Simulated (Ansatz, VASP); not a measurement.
# Cross-check of Zr2NF2 (Zr2NF2 MXene monolayer) between VASP and Ansatz

One calculation is typed for both programs; each brings its own data sets. How far apart do they land? The structure shown is the start of the Ansatz relaxation below; VASP solves that cell, so the two are compared at the walk's first step.

Method: plane waves, with VASP 6.6.1 beside it; single point at PBE, in Ansatz 0.2.0.

**1. The structure**

The cell holds 5 atoms: 2 F, 2 Zr and 1 N. Its edges and angles: a = 3.217 Å, b = 3.218 Å, c = 33.168 Å, α = 90.0°, β = 90.0°, γ = 120.0°. Vacuum lies along c. The height across the vacuum is the one that the program set for its solve, not the one typed.

**2. Ansatz: relaxation, PBE**

Ansatz runs on its default PAW (the set named soft_2) files.

The two programs are compared at the cell with which this relaxation starts, whose forces are those of its first step.

File input.yaml:

```yaml
crystal:
  lattice:
    - [3.2175, 0.0, 0.0]
    - [-1.60875, 2.7864367367, 0.0]
    - [0.0, 0.0, 22.6840795587]
  atoms:
    - { symbol: F, position: [0.3333333333, 0.6666666667, 0.3967540308] }
    - { symbol: Zr, position: [0.6666666667, 0.3333333333, 0.4440338862], spin: 1.0 }
    - { symbol: "N", position: [0.0, 0.0, 0.5] }
    - { symbol: Zr, position: [0.3333333333, 0.6666666667, 0.5559661138], spin: 1.0 }
    - { symbol: F, position: [0.6666666667, 0.3333333333, 0.6032459692] }
  periodic: [true, true, false]
magnetization:
  spin_polarized: true
kpoints:
  mp_grid: { grid: [12, 12, 1] }
hamiltonian:
  xc: pbe
scf:
  occupations: { method: fermi_dirac, width: 0.05 }
relax:
  f_tol: 0.01
  max_steps: 90
  cell: {}
```

Run with:

```sh
> ansatz run input.yaml --threads 4 --pin off --max-ram 8192MiB --backend cpu --events-out ev --progress --plain --runs-dir out
```

Numbers of over 12 decimals in the logs are rounded to 6 here.

What it wrote:

```text
Warning: crystal.periodic: the lattice vector that does not repeat stood 0.000° off the slab's normal, 22.684 Å along it as the deck builds it. The run solves the slab on a vector along the normal, 33.168 Å long, with every atom where it was (on the deck's vector they left 18.00 Å outside them, and the widest stretch free of ions among them is 1.27 Å). A fractional position that the run reports is one of the run's ce [...]
crystal.periodic: the lattice vector that does not repeat stood 0.000° off the slab's normal, 22.684 Å along it as the deck builds it. The run solves the slab on a vector along the normal, 33.168 Å long, with every atom where it was (on the deck's vector they left 18.00 Å outside them, and the widest stretch free of ions among them is 1.27 Å). A fractional position that the run reports is one of the run's cell, which [...]
Engine: ansatz 0.2.0, x86_64-unknown-linux-gnu
Pseudopotentials: kind: paw
Pseudopotential: F, paw, valence charge 7, recommended cutoff 420 eV (normal), F.paw.azcp
Pseudopotential: Zr, paw, valence charge 12, recommended cutoff 420 eV (normal), Zr.paw.azcp
Pseudopotential: N, paw, valence charge 5, recommended cutoff 420 eV (normal), N.paw.azcp
Functional definition: PBE
  parameter kappa = 0.804
  parameter beta = 0.066725
  exchange = pbe_x(kappa = kappa, mu = beta*pi^2/3)
  correlation = pbe_c(beta = beta)
Crystal: 5 atoms, lattice volume = 297.364 Å³
Basis set: ecut = 420 eV, 5931 PW (Γ), exchange–correlation on 48×48×450 points (8 copies of the dense FFT grid, shifted against one another)
Bands: 28, of which v1, the nominal top of the filled ones, is band 22 counted from 1 (21 counted from 0)
Symmetry: 12 space group operations
Space group: P-3m1 (ITA 164), of the structure as read, at distance tolerance 6.7e-5 Å
Magnetic group: BNS 164.85 (UNI 1315), of the structure as read, at distance tolerance 6.7e-5 Å
k-points: 19 of 144
Non-local potential: F, projectors of the file, l = 0: 2, l = 1: 2, l = 2: 1
Non-local potential: Zr, projectors of the file, l = 0: 3, l = 1: 2, l = 2: 2, l = 3: 2
Non-local potential: N, projectors of the file, l = 0: 2, l = 1: 2, l = 2: 1
PAW form: soft (Blöchl's): semilocal exchange-correlation on the pseudo side does not see the compensation charge
PAW one-centre angular grid: F, 110 points (default); XC on 64 Gauss nodes
PAW one-centre angular grid: Zr, 590 points (default); XC on 64 Gauss nodes
PAW one-centre angular grid: N, 110 points (default); XC on 64 Gauss nodes
Initial density: superposition of atomic densities (neutral atoms: chi_scale 0, normalization atom)
Starting moments: Σ|m| = 2 μB on 2 of 5 sites
[...]
SCF 10 converged in 8 iterations: F = -10375.184802 eV  dr2 = 8.09e-12
relax step  10: F+E_penalty+E_count = -10375.18480210 eV  Δ(F+E_penalty+E_count) = +3.152e-4 eV  max|allowed force component| = 1.670e-2 eV/Å  Δτ_max = 0.0049 Å  P = +0.058 N/m  Ω = 312.414 Å³  energy of the carried Pulay correction = -5.985e-4 eV  fix = [c, alpha, beta]  reactions: c +0.000 N/m  (8 SCF iters, dr2 threshold 1.02e-7 eV, accepted)
[...]
relax step  11: F+E_penalty+E_count = -10375.18476640 eV  Δ(F+E_penalty+E_count) = +3.570e-5 eV  max|allowed force component| = 3.504e-3 eV/Å  Δτ_max = 0.0007 Å  P = +0.000 N/m  Ω = 312.487 Å³  energy of the carried Pulay correction = -6.476e-4 eV  fix = [c, alpha, beta]  reactions: c +0.000 N/m  (7 SCF iters, dr2 threshold 1.74e-8 eV, accepted)
[...]
relax step  12: F+E_penalty+E_count = -10375.18544586 eV  Δ(F+E_penalty+E_count) = -6.795e-4 eV  max|allowed force component| = 3.645e-3 eV/Å  Δτ_max = 0.0000 Å  P = +0.006 N/m  Ω = 312.487 Å³  fix = [c, alpha, beta]  reactions: c +0.000 N/m  stress off target by 5.77e-3 N/m on what of the cell is left free  SCF on the basis re-selected at this cell (its energy is not comparable with the rows above)  (6 SCF iters)
basis re-selected at this cell: Δ(F+E_penalty+E_count) = -6.795e-4 eV, ΔP = +0.006 N/m vs the last step (what re-selecting the basis moved, of the pressure what is left beyond the Pulay correction that the steps carried, after the strain that the cell walked since its last selection, with what the two solves' SCF thresholds leave and, on support functions, any second-order correction that the steps lacked; it is no m [...]
SCF converged after 6 iterations
Magnetization: -0.0000 μB (21.5000 up, 21.5000 down)
Absolute magnetization: 0.0000 μB (∫|ρ↑−ρ↓|, with the PAW one-centre terms)
Spin contamination: 0.0000 ħ² per cell (⟨S²⟩ above its minimum at these occupations)
Per-site moments (μB) at R_I (Å): [(-1.7164567632709156e-8, 0.957272), (-2.0538728600811787e-7, 0.920072), (1.1843077345693861e-7, 0.920072), (-2.053872857698285e-7, 0.920072), (-1.716456755300659e-8, 0.957272)]
Free energy (F): -10375.185446 eV
Harris-Foulkes:  -10375.185446 eV  (|F-HF|=1.03e-9)
Internal energy: -10375.169368 eV  (E = F + TS)
E sigma→0 (E₀):  -10375.177407 eV
Entropy (-TS):   -0.016078 eV (-3.216 meV/atom)
Fermi energy:    -3.586042 eV
--- Per-component energies (eV) ---
  E_band       = -952.610137
  E_kinetic    = 1216.893655
  E_local      = -114422.777174  (includes V_loc(G=0)·N_el)
  E_nonlocal   = 350.458846
  E_hartree    = 56440.420911
  E_xc         = -546.432422
  E_vxc        = -667.489064  (∫ρ·V_xc dr)
  E_paw        = -6435.481035  (= ΣΔE_a)
  E_vpaw       = -310.542543  (= ΣTr[D̂ρ^β])
  E_aug_tail   = 0.004225  (compensation charges beyond the density's cutoff)
  E_ewald      = 53021.743627
  E_smearing   = -0.016078  (= −TS)
  E_closure    = 0.000000  (closes the sum)
  Σ components = -10375.185446   (vs F -10375.185446, Δ=0.00e0)
--- Forces (eV/Å), atoms counted from 1 ---
  atom   1  F      0.00000000    -0.00000000    -0.00127436
  atom   2  Zr    -0.00000000     0.00000000     0.00364452
  atom   3  N      0.00000000    -0.00000000     0.00000000
  atom   4  Zr     0.00000000    -0.00000000    -0.00364452
  atom   5  F     -0.00000000     0.00000000     0.00127436
  max |Σ_I F_I| component: 1.16e-17 eV/Å
--- 2D stress c σ (N/m, compression-positive) ---
        0.005772       0.000000      -0.000000
        0.000000       0.005772       0.000000
       -0.000000       0.000000       0.000000
  P = ½ c Tr σ = 0.0058 N/m
--- Relaxed structure (10 steps of the walk, 9 accepted, 2 SCFs on fresh bases) ---
  F+E_penalty+E_count = -10375.18544586 eV   max|allowed force component| = 3.645e-3 eV/Å   (the final SCF, on the basis selected at the relaxed cell)
  cell:  # Å, volume = 312.4867 Å³
    - [3.298297, 0.0, 0]
    - [-1.649149, 2.856409, 0]
    - [0, 0, 33.168159]
  atoms:
    - { symbol: F, position: [0.333333, 0.666667, 0.266952] }
    - { symbol: Zr, position: [0.666667, 0.333333, 0.306941] }
    - { symbol: N, position: [0, 0, 0.341956] }
    - { symbol: Zr, position: [0.333333, 0.666667, 0.376970] }
    - { symbol: F, position: [0.666667, 0.333333, 0.416959] }
```

**3. VASP: single point, PBE, start cell**

The same cell, functional, mesh and smearing now go to VASP, with its own data sets.

Lines of VASP's logs that name or quote its potential files are left out, and so is its time.

File INCAR:

```
SYSTEM = Zr2NF2
PREC = Accurate
ENCUT = 520
EDIFF = 1E-06
NELM = 200
ISMEAR = -1
SIGMA = 0.05
LREAL = .FALSE.
ALGO = Normal
GGA = PE
NBANDS = 30
ISPIN = 2
MAGMOM = -0 -0 -0 -0 0
LASPH = .TRUE.
LMAXMIX = 4
LORBIT = 11
LWAVE = .FALSE.
LCHARG = .FALSE.
ISIF = 2
LDIPOL = .TRUE.
IDIPOL = 3
DIPOL = 0.5 0.5 0.342
LVHAR = .TRUE.
GGA_COMPAT = .FALSE.
NELMDL = -8
KPAR = 2
```

File POSCAR:

```
Zr2NF2
1.0
    3.2175000000      0.0000000000      0.0000000000
   -1.6087500000      2.7864370000      0.0000000000
    0.0000000000      0.0000000000     33.1681590000
F Zr N
2 2 1
Direct
    0.3333332137      0.6666664274      0.2713445748
    0.6666666069      0.3333332137      0.4125667632
    0.6666666069      0.3333332137      0.3036798033
    0.3333332137      0.6666664274      0.3802315347
    0.0000000000      0.0000000000      0.3419556690
```

File KPOINTS:

```
Automatic mesh
0
Gamma
12 12 1
0 0 0
```

PAW data sets: F, Zr_sv and N (PBE family, release 64).

Run with:

```sh
> mpirun -np 2 vasp_std
```

What it wrote:

```text
[banner, memory and clock lines left out]
running    2 mpi-ranks, on    1 nodes
 distrk:  each k-point on    1 cores,    2 groups
 distr:  one band on    1 cores,    1 groups

 POSCAR found type information on POSCAR F ZrN
 POSCAR found :  3 types and       5 ions
 LDA part: xc-table for (Slater+PW92), standard interpolation
 POSCAR, INCAR and KPOINTS ok, starting setup
 FFT: planning ... GRIDC
 FFT: planning ... GRID_SOFT
 FFT: planning ... GRID
 WAVECAR not read
 entering main loop
       N       E                     dE             d eps       ncg     rms          rms(c)
DAV:   1     0.448596743799E+03    0.44860E+03   -0.20686E+04  2792   0.115E+03
DAV:   2     0.310470180199E+01   -0.44549E+03   -0.43488E+03  2944   0.338E+02
DAV:   3    -0.444223034673E+02   -0.47527E+02   -0.47048E+02  3370   0.106E+02
DAV:   4    -0.468874686878E+02   -0.24652E+01   -0.24450E+01  3606   0.227E+01
DAV:   5    -0.469876868332E+02   -0.10022E+00   -0.10017E+00  3334   0.335E+00
DAV:   6    -0.469890920619E+02   -0.14052E-02   -0.14051E-02  3356   0.464E-01
DAV:   7    -0.469891488065E+02   -0.56745E-04   -0.56744E-04  3322   0.687E-02
DAV:   8    -0.469891498680E+02   -0.10615E-05   -0.10614E-05  3020   0.110E-02    0.323E+01
DAV:   9    -0.406963588110E+02    0.62928E+01   -0.34402E+01  2836   0.325E+01    0.139E+01
DAV:  10    -0.404705614216E+02    0.22580E+00   -0.22603E+00  2952   0.866E+00    0.740E+00
DAV:  11    -0.403376875618E+02    0.13287E+00   -0.47655E-01  3164   0.411E+00    0.104E+00
DAV:  12    -0.403309319129E+02    0.67556E-02   -0.53594E-02  3084   0.129E+00    0.424E-01
DAV:  13    -0.403158770818E+02    0.15055E-01   -0.24109E-02  3104   0.870E-01    0.233E-01
DAV:  14    -0.403122916774E+02    0.35854E-02   -0.58188E-03  3368   0.386E-01    0.126E-01
[...]
DAV:  20    -0.403120248544E+02   -0.23067E-03   -0.35972E-05  2778   0.158E-02    0.678E-03
DAV:  21    -0.403122079082E+02   -0.18305E-03   -0.23642E-05  2746   0.950E-03    0.498E-03
DAV:  22    -0.403123217831E+02   -0.11387E-03   -0.18602E-05  2684   0.992E-03    0.230E-03
DAV:  23    -0.403123609787E+02   -0.39196E-04   -0.28436E-06  2458   0.387E-03    0.168E-03
DAV:  24    -0.403124043937E+02   -0.43415E-04   -0.65220E-06  2264   0.606E-03    0.104E-03
DAV:  25    -0.403124129923E+02   -0.85986E-05   -0.11599E-06  2528   0.264E-03    0.649E-04
DAV:  26    -0.403124194028E+02   -0.64105E-05   -0.57822E-07  2018   0.201E-03    0.279E-04
DAV:  27    -0.403124203037E+02   -0.90092E-06   -0.12097E-07  2240   0.748E-04
   1 F= -.40312420E+02 E0= -.40306858E+02  d E =-.111236E-01  mag=     0.0000
```

OUTCAR, selected parts (step 3):

```text
ion  position               nearest neighbor table
   1  0.333  0.667  0.271-   3 2.14   3 2.14   3 2.15
   2  0.667  0.333  0.413-   4 2.14   4 2.14   4 2.15
   3  0.667  0.333  0.304-   1 2.14   1 2.14   1 2.15   5 2.25   5 2.25   5 2.25   4 3.15   4 3.15
                             4 3.15
   4  0.333  0.667  0.380-   2 2.14   2 2.14   2 2.15   5 2.25   5 2.25   5 2.25   3 3.15   3 3.15
                             3 3.15
   5  0.000  0.000  0.342-   4 2.25   3 2.25   3 2.25   4 2.25   4 2.25   3 2.25

  LATTYP: Found a hexagonal cell.
 ALAT       =     3.2175000000
 C/A-ratio  =    10.3086741259

 Subroutine GETGRP returns: Found 12 space group operations
 (whereof  6 operations were pure point group operations)

The static configuration has the point symmetry C_3v.
 The point group associated with its full space group is D_3d.

 Found     19 irreducible k-points:

   k-points           NKPTS =     19   k-points in BZ     NKDIM =     19   number of bands    NBANDS=     30

   dimension x,y,z NGX =    24 NGY =   24 NGZ =  250
   dimension x,y,z NGXF=    48 NGYF=   48 NGZF=  500

   ENCUT  =  520.0 eV  38.22 Ry    6.18 a.u.   5.98  5.98 61.67*2*pi/ulx,y,z

   NELECT =      43.0000    total number of electrons

 k-points in reciprocal lattice and weights: Automatic mesh
   0.00000000  0.00000000  0.00000000       0.007
   0.08333333 -0.00000000  0.00000000       0.042
   0.16666667 -0.00000000  0.00000000       0.042
   0.25000000 -0.00000000  0.00000000       0.042
   0.33333333  0.00000000  0.00000000       0.042
   0.41666667 -0.00000000  0.00000000       0.042
   0.50000000 -0.00000000  0.00000000       0.021
   0.08333333  0.08333333  0.00000000       0.042
   0.16666667  0.08333333  0.00000000       0.083
[...]
0.33333333  0.25000000  0.00000000       0.083
   0.33333333  0.33333333  0.00000000       0.014

 dipolmoment           0.000000      0.000000     -0.000000 electrons x Angstroem

 average (electrostatic) potential at core
       1 -83.0070       2 -83.0070       3 -83.8729       4 -83.8729       5 -69.2905

 E-fermi :   1.0920

 spin component 1
 k-point     1 :       0.0000    0.0000    0.0000
  band No.  band energies     occupation
    ...
     19      -3.9226      1.00000
     20      -3.9226      1.00000
     21       0.5818      0.99996
     22       0.5818      0.99996
     23       0.6877      0.99969
     24       1.1400      0.27702
     25       1.3285      0.00876
     26       2.4273      0.00000
     27       2.4381      0.00000
     28       2.5612      0.00000
    ...

 k-point     2 :       0.0833   -0.0000    0.0000
  band No.  band energies     occupation
    ...
     19      -4.1259      1.00000
     20      -3.9679      1.00000
     21       0.3322      1.00000
     22       0.7442      0.99905
     23       0.7482      0.99897
     24       1.2750      0.02510
     25       1.4223      0.00135
     26       2.4802      0.00000
     27       2.5800      0.00000
     28       2.6394      0.00000
    ...

 k-point     3 :       0.1667   -0.0000    0.0000
  band No.  band energies     occupation
    ...
     18      -4.7546      1.00000
     19      -4.5430      1.00000
     20      -4.0621      1.00000
     21      -0.2355      1.00000
     22       0.9526      0.94200
     23       1.1924      0.11847
     24       1.5731      0.00007
     25       1.7422      0.00000
     26       2.5758      0.00000
     27       2.8354      0.00000
    ...

 k-point     4 :       0.2500   -0.0000    0.0000
  band No.  band energies     occupation
    ...
     17      -8.3011      1.00000
     18      -4.9025      1.00000
     19      -4.6565      1.00000
     20      -4.1328      1.00000
     21      -0.8248      1.00000
     22       1.3131      0.01186
     23       1.8452      0.00000
     24       1.8908      0.00000
     25       2.2514      0.00000
     26       2.7708      0.00000
    ...

 k-point     5 :       0.3333    0.0000    0.0000
  band No.  band energies     occupation
    ...
     17      -8.1998      1.00000
     18      -5.0696      1.00000
     19      -4.6149      1.00000
     20      -4.1498      1.00000
     21      -1.2946      1.00000
     22       1.6757      0.00001
     23       2.1100      0.00000
     24       2.5981      0.00000
     25       2.8687      0.00000
     26       3.2002      0.00000
    ...

 k-point     6 :       0.4167   -0.0000    0.0000
  band No.  band energies     occupation
    ...
     17      -8.1373      1.00000
     18      -5.1303      1.00000
     19      -4.5657      1.00000
     20      -4.1345      1.00000
     21      -1.5919      1.00000
     22       1.7212      0.00000
     23       2.5384      0.00000
     24       3.0722      0.00000
     25       3.2658      0.00000
     26       4.1700      0.00000
    ...

  Total        7.2935862      7.2935876      3.9245429      0.0000000      0.0000000      0.0000000
  in kB       39.2972857     39.2972931     21.1451373      0.0000000      0.0000000      0.0000000
  external PRESSURE =      33.2465720 kB  Pullay stress =       0.0000000 kB

  energy-cutoff  :      520.00
  volume of cell :      297.36
      direct lattice vectors                 reciprocal lattice vectors
     3.217500000  0.000000000  0.000000000     0.310800311  0.179440626  0.000000000
    -1.608750000  2.786437000  0.000000000     0.000000000  0.358881252  0.000000000
     0.000000000  0.000000000 33.168159000     0.000000000  0.000000000  0.030149397

 POSITION                                       TOTAL-FORCE (eV/Angst)
 -----------------------------------------------------------------------------------
      0.00000      1.85762      9.00000         0.000000      0.000000     -3.355753
      1.60875      0.92881     13.68408        -0.000000      0.000000      3.355753
      1.60875      0.92881     10.07250         0.000000     -0.000000      4.596197
      0.00000      1.85762     12.61158        -0.000000      0.000000     -4.596197
      0.00000      0.00000     11.34204         0.000000      0.000000      0.000000
 -----------------------------------------------------------------------------------
    total drift:                               -0.000001      0.003286     -0.000022

  FREE ENERGIE OF THE ION-ELECTRON SYSTEM (eV)
  ---------------------------------------------------
  free  energy   TOTEN  =       -40.3124203037 eV

  energy  without entropy=      -40.3012966901  energy(sigma->0) =      -40.30685850

 vacuum level on the upper side and lower side of the slab         2.531         2.531

 total charge
# of ion       s       p       d       tot
------------------------------------------
    1        1.740   4.414   0.000   6.154
    2        1.740   4.414   0.000   6.154
    3        2.144   6.010   1.813   9.967
    4        2.144   6.010   1.813   9.967
    5        1.241   2.477   0.000   3.718
--------------------------------------------------
tot          9.008  23.326   3.625  35.960

 magnetization (x)
# of ion       s       p       d       tot
------------------------------------------
    1        0.000  -0.000   0.000   0.000
    2        0.000  -0.000   0.000   0.000
    3        0.000   0.000   0.000   0.000
    4        0.000   0.000   0.000   0.000
    5        0.000  -0.000   0.000  -0.000
--------------------------------------------------
tot          0.000  -0.000   0.000   0.000

[... 5 further parts left out ...]
```

This run allows spin, but its moments start at zero, where symmetry between the spins tends to hold them. Its electron count is odd, so without a moment it is a metal by construction.

**4. Side by side**

Known differences besides the potentials themselves: Ansatz cuts the interaction across the vacuum, VASP repeats the sheet with a dipole correction; the cutoff is 420 eV in Ansatz and 520 eV in VASP. Total energies have different zeros and are not compared.

Forces (eV/Å; atoms numbered as in POSCAR):

```csv
atom,"Ansatz x, y, z","VASP x, y, z"
F1,"0.000, 0.000, -3.315","0.000, 0.000, -3.356"
F2,"0.000, 0.000, 3.315","0.000, 0.000, 3.356"
Zr3,"0.000, 0.000, 4.580","0.000, 0.000, 4.596"
Zr4,"0.000, 0.000, -4.580","0.000, 0.000, -4.596"
N5,"0.000, 0.000, 0.000","0.000, 0.000, 0.000"
```

The forces differ by 16 meV/Å r.m.s., which is 0.8 % of the r.m.s. force of 2.078 eV/Å (both taken over all components). Moments aren't recorded for both runs of this pair, so they may hold unlike magnetic states. With vacuum in the cell, a pressure given here is an average over mostly empty space and none of the material.

**5. What came out**

| Item | Value |
| --- | --- |
| r.m.s. force difference (single point, PBE, start cell) | 0.76 % of the r.m.s. force |

What this shows: The r.m.s. force difference is 0.76 % of the r.m.s. force (single point, PBE, start cell), within the 3 % picked in this series as the mark of a large difference. 1 further run of this series is not shown here. Such differences can come from data sets, numerical settings and the points named under the comparisons, not from the functional's error against experiment.

[Lines on the potential files, build, host, timing and source positions are cut from VASP's logs without a mark.]

[Logs are printed without paths, hosts, clocks, repeated set-up lines and the standing remarks that a program may print on its own settings, such as how far it seeks lower states.]

[Hosts, paths, dates, database ids (printed as entryN), source tags and the programs' standing remarks are cut or masked in the printed files.]
